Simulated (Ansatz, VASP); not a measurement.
# GeW: VASP beside Ansatz

File INCAR:

```
SYSTEM = GeW
PREC = Accurate ; ENCUT = 520
EDIFF = 1E-6 ; ISMEAR = -1
SIGMA = 0.05 ; LREAL = .False.
LASPH = .True. ; NELM = 100
ALGO = Normal ; ISIF = 2
LWAVE = .False. ; LCHARG = .False.
GGA = PS ; NBANDS = 21
```

The input KPOINTS:

```
Automatic mesh
0
Gamma
  9 9 9
  0 0 0
```

Contents of POSCAR:

```
GeW
1.0
    0.0000000000      2.5776100000      2.5776100000
    2.5776100000      0.0000000000      2.5776100000
    2.5776100000      2.5776100000      0.0000000000
Ge W
1 1
Direct
    0.5000000000      0.5000000000      0.5000000000
    0.0000000000      0.0000000000      0.0000000000
```

The input input.yaml:

```yaml
crystal:
  lattice:
    - [0.0, 2.57761, 2.57761]
    - [2.57761, 0.0, 2.57761]
    - [2.57761, 2.57761, 0.0]
  atoms:
    - { symbol: Ge, position: [0.5, 0.5, 0.5] }
    - { symbol: W, position: [0.0, 0.0, 0.0] }
hamiltonian:
  xc: pbesol
  pseudopotentials: { kind: paw }
kpoints:
  mp_grid: { grid: [9, 9, 9] }
  band_path:
    path:
      - [[0.0, 0.0, 0.0], [0.5, 0.0, 0.5], [0.5, 0.25, 0.75], [0.375, 0.375, 0.75], [0.0, 0.0, 0.0], [0.5, 0.5, 0.5], [0.625, 0.25, 0.625], [0.5, 0.25, 0.75], [0.5, 0.5, 0.5], [0.375, 0.375, 0.75]]
      - [[0.625, 0.25, 0.625], [0.5, 0.0, 0.5]]
    npoints: 14
scf:
  occupations: { method: fermi_dirac, width: 0.05 }
  n_extra_bands: 6
output:
  forces: true
  stress: true
  eigenvalues: true
  fatbands: false
```

The cell was built by a generator and needn't be a form met in nature.

Alike in both runs: functional PBEsol; k mesh 9 × 9 × 9; occupations fermi-dirac, width 0.05 eV; no spin polarisation.

|  | VASP | Ansatz |
| --- | --- | --- |
| version | VASP 6.6.1 | Ansatz 0.2.0 |
| potentials or method | VASP PAW PBE potentials, release 64 (Ge_d, W_sv) | Ansatz PAW |
| plane-wave cutoff (eV) | 520 | 420 |
| valence electrons in the cell | 28 | 28 |
| task | single point | band structure |

VASP gave:

```
gap on the k mesh at the Fermi level (eV) : none
pressure (GPa)                            : -5.5
```

**Question.** Estimate Ansatz's values.

**Answer.** gap on the k mesh at the Fermi level (eV): none; pressure (GPa): -5.8.

A gap of «none» marks a metal or a gap that the smearing closes.

Caveats: the PAW data sets were made with another functional, which shifts forces and pressure a little (VASP); spin-orbit coupling is left out, which moves the levels of the heavy elements (Ansatz); the PAW data sets come from PBE, with cores solved anew for the run's functional, which leaves a small shift of forces and pressure (Ansatz). The runs have no spin-orbit coupling, so splittings on W are missing.
